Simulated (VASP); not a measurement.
Data:

```xyz
1
Lattice="0.0000 1.9450 1.9450 1.9450 0.0000 1.9450 1.9450 1.9450 0.0000" Properties=species:S:1:pos:R:3 pbc="T T T"
Pd     0.0000     0.0000     0.0000
```

All values below come from AM05 GGA, VASP's PBE PAW potentials (set 64) (plane waves; VASP). Settings: 520 eV cut-off, 14×14×14 Γ-centred mesh, first-order Methfessel-Paxton smearing of 0.10 eV, potentials Pd.

Q: The ions, cell shape and volume are relaxed. Predict the relaxed structure.

A: 
```xyz
1
Lattice="0.0000 1.9345 1.9345 1.9345 0.0000 1.9345 1.9345 1.9345 0.0000" Properties=species:S:1:pos:R:3 pbc="T T T"
Pd     0.0000     0.0000     0.0000
```
Space group Fm-3m (225), at a tolerance of 0.03 Å.

Q: How do energy and volume change from the first to the last step?

A: The energy (σ→0) changes by -2.4 meV/atom and the volume by -1.6 %, in 3 ionic steps.

The compound is Pd in the fcc structure. This run relaxes it. Symmetry was kept, so distortions that lower it aren't found.
